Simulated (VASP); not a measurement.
Input:

```yaml
crystal:
  lattice:
    - [1.36213, -2.35928, 0.00000]
    - [1.36213, 2.35928, 0.00000]
    - [0.00000, 0.00000, 4.29728]
  atoms:
    - { symbol: Os, position: [0.33333, 0.66667, 0.25000] }
    - { symbol: Os, position: [0.66667, 0.33333, 0.75000] }
```

Computed with MS2 meta-GGA, VASP's PBE PAW potentials (set 64) (plane waves; VASP 6.6.1). Run with 520 eV cut-off, 17×17×10 Γ-centred mesh, tetrahedra with Blöchl corrections, potentials Os.

Give the energies of bands 1 to 11 at the high-symmetry points, in eV from the Fermi level.

| band | Γ | M | K | A | L | H |
|---|---|---|---|---|---|---|
| 1 | -11.29 | -7.49 | -6.79 | -8.80 | -7.74 | -6.05 |
| 2 | -8.07 | -7.27 | -5.62 | -8.80 | -7.74 | -6.05 |
| 3 | -3.18 | -6.70 | -5.62 | -3.72 | -5.53 | -5.17 |
| 4 | -3.18 | -3.70 | -4.83 | -3.72 | -5.53 | -5.17 |
| 5 | -2.89 | -3.09 | -3.57 | -3.38 | -1.28 | -3.60 |
| 6 | -2.30 | -2.68 | -3.57 | -3.38 | -1.28 | -3.60 |
| 7 | -2.30 | -1.96 | -1.40 | -3.38 | -0.27 | -1.42 |
| 8 | -1.64 | 2.08 | 1.52 | -3.38 | -0.27 | -1.42 |
| 9 | -1.64 | 2.67 | 1.52 | 0.91 | 2.43 | 1.66 |
| 10 | -0.11 | 2.81 | 2.13 | 0.91 | 2.43 | 1.66 |
| 11 | 1.71 | 4.50 | 5.41 | 0.91 | 3.34 | 8.44 |

It has no gap at this level: it comes out as a metal or semimetal.

The compound is Os in the hcp structure. It was relaxed first.
